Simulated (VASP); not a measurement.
The system is Si2W.

```
Si W
1.0
    -1.60690    1.60690    3.91495
     1.60690   -1.60690    3.91495
     1.60690    1.60690   -3.91495
Si W
2 1
Direct
  0.33470 0.33470 0.00000
  0.66530 0.66530 0.00000
  0.00000 0.00000 0.00000
```

```yaml
Program: VASP 6.6.1
Task: relaxation of cell and atoms
Functional: LDA
Potentials_or_basis: VASP PAW LDA potentials, release 64 (Si, W_sv)
Cutoff: 600 eV
k_mesh: 16 × 16 × 16
Occupations: methfessel-paxton, width 0.1 eV
Spin: no spin polarisation
```

At the start: pressure -5.0 GPa; volume 13.48 Å³/atom.

Task: Where does the relaxation end?

Result: Over 8 steps the energy falls by 4.6 meV/atom and the volume is 13.19 Å³/atom (-2.1 %); space group I4/mmm (No. 139, to 0.05 Å).

Step by step:
| step | energy change (eV) | largest force (eV/Å) | pressure (GPa) | volume (Å³) |
| --- | --- | --- | --- | --- |
| 1 | 0.0000 | 0.0427 | -5.04 | 40.44 |
| 2 | 0.0372 | 0.1822 | 10.69 | 38.01 |
| 3 | -0.0137 | 0.0293 | -0.07 | 39.59 |
| 4 | -0.0138 | 0.0311 | -0.01 | 39.57 |
| 5 | -0.0139 | 0.0043 | 0.03 | 39.56 |
| 6 | -0.0139 | 0.0115 | 0.02 | 39.56 |
| 7 | -0.0139 | 0.0119 | 0.02 | 39.56 |
| 8 | -0.0139 | 0.0006 | -0.03 | 39.57 |

Final structure:
```yaml
crystal:
  lattice:
    - [-1.59456, 1.59456, 3.89044]
    - [1.59456, -1.59456, 3.89044]
    - [1.59456, 1.59456, -3.89044]
  atoms:
    - { symbol: Si, position: [0.33460, 0.33460, 0.00000] }
    - { symbol: Si, position: [0.66540, 0.66540, 0.00000] }
    - { symbol: W, position: [0.00000, 0.00000, 0.00000] }
```
